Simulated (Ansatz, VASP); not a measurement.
**CsCaH3 in VASP and in Ansatz**

INCAR

```
SYSTEM = CsCaH3
ALGO = Fast
EDIFF = 1E-6
ENCUT = 520
ISIF = 2
ISMEAR = 0
LASPH = .True.
LCHARG = .False.
LREAL = .False.
LWAVE = .False.
NBANDS = 19
NELM = 100
PREC = Accurate
SIGMA = 0.05
```

Contents of KPOINTS:

```
k-points
0
Gamma
  6 6 6
  0 0 0
```

POSCAR

```
CsCaH3
1.0
    4.6211860000      0.0000000000      0.0000000000
    0.0000000000      4.6211860000      0.0000000000
    0.0000000000      0.0000000000      4.6211860000
Cs Ca H
1 1 3
Direct
    0.0000000000      0.0000000000      0.0000000000
    0.5000000000      0.5000000000      0.5000000000
    0.5000000000      0.0000000000      0.5000000000
    0.0000000000      0.5000000000      0.5000000000
    0.5000000000      0.5000000000      0.0000000000
```

Input for Ansatz:

```yaml
crystal:
  lattice:
    - [4.621186, 0.0, 0.0]
    - [0.0, 4.621186, 0.0]
    - [0.0, 0.0, 4.621186]
  atoms:
    - { symbol: Cs, position: [0.0, 0.0, 0.0] }
    - { symbol: Ca, position: [0.5, 0.5, 0.5] }
    - { symbol: H, position: [0.5, 0.0, 0.5] }
    - { symbol: H, position: [0.0, 0.5, 0.5] }
    - { symbol: H, position: [0.5, 0.5, 0.0] }
basis:
  ecutwfc: 420
kpoints:
  mp_grid: { grid: [6, 6, 6] }
hamiltonian:
  xc: lda
scf:
  occupations: { method: gaussian, width: 0.05 }
output:
  forces: true
  stress: true
  eigenvalues: true
```

The cell comes from a database or a generator and needn't be the stable form of this composition.

Alike in both runs: task single point; functional LDA; k mesh 6 × 6 × 6; occupations gaussian, width 0.05 eV; no spin polarisation.

|  | VASP | Ansatz |
| --- | --- | --- |
| version | VASP 6.6.1 | Ansatz 0.2.0 |
| potentials or method | VASP PAW LDA potentials, release 64 (Cs_sv, Ca_sv, H) | scalar-relativistic, plane waves, PAW |
| plane-wave cutoff (eV) | 520 | 420 |
| valence electrons in the cell | 22 | 22 |

Ansatz gave:

* gap on the k mesh at the Fermi level (eV): 2.81
* least direct gap on the mesh (eV): 2.81
* pressure (GPa): -2.4

Question: Estimate VASP's values.

Answer: gap on the k mesh at the Fermi level (eV): 2.79; least direct gap on the mesh (eV): 2.79; pressure (GPa): -2.3.

Caveats: spin-orbit coupling is left out, which moves the levels of the heavy elements. A k mesh can miss the band edges. A hybrid or GW would open this gap; LDA tends to underestimate it.
